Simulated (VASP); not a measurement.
Here is the system:

```xyz
3
Lattice="1.8764 -3.2500 0.0000 1.8764 3.2500 0.0000 0.0000 0.0000 5.1476" Properties=species:S:1:pos:R:3 pbc="T T T"
Se     0.5133     0.8891     3.4317
Se     2.7262     0.0000     0.0000
Se     0.5133    -0.8891     1.7159
```

Method: PBE GGA, VASP's PBE PAW potentials (set 64) (plane waves; VASP 6.6.1). Run with 500 eV cut-off, 7×7×5 Γ-centred mesh, Gaussian smearing of 0.050 eV, potentials Se.

Energy and stress use the plane-wave basis of the starting cell. Without a dispersion term in the relaxation, distances and binding between the weakly bound layers, chains or molecules are unreliable, and so is what depends on them.

Problem. The ions, cell shape and volume at an external pressure of 20.0 GPa are relaxed. Predict the relaxed structure.

Solution. 
```xyz
3
Lattice="1.7828 -3.0879 0.0000 1.7828 3.0879 0.0000 0.0000 0.0000 5.1422" Properties=species:S:1:pos:R:3 pbc="T T T"
Se     2.2964    -2.1982     3.4281
Se     2.5382     0.0000     5.1422
Se     2.2964     2.1982     1.7141
```
Space group P3_121 (152), at a tolerance of 0.03 Å.

Problem. How do energy and volume change from the first to the last step?

Solution. The energy (σ→0) changes by +185.6 meV/atom and the volume by -9.8 %, in 10 ionic steps.

| step | E(σ→0) (eV) | max force (eV/Å) | pressure (GPa) | volume (Å³) |
|---|---|---|---|---|
| 1 | -10.0540 | 0.003 | 9.99 | 62.78 |
| 2 | -8.4395 | 1.197 | 41.06 | 51.63 |
| 3 | -9.6335 | 0.407 | 19.65 | 58.14 |
| 4 | -9.6177 | 0.421 | 19.97 | 58.02 |
| 5 | -9.5781 | 0.268 | 20.05 | 57.44 |
| 6 | -9.4496 | 0.025 | 20.69 | 56.24 |
| 7 | -9.4682 | 0.050 | 20.58 | 56.39 |
| 8 | -9.5504 | 0.014 | 18.77 | 57.06 |
| 9 | -9.4982 | 0.026 | 19.93 | 56.62 |
| 10 | -9.4973 | 0.018 | 19.96 | 56.62 |

The compound is Se in the trig structure. This run relaxes it under an external pressure of 20 GPa. Symmetry was kept, so distortions that lower it aren't found.
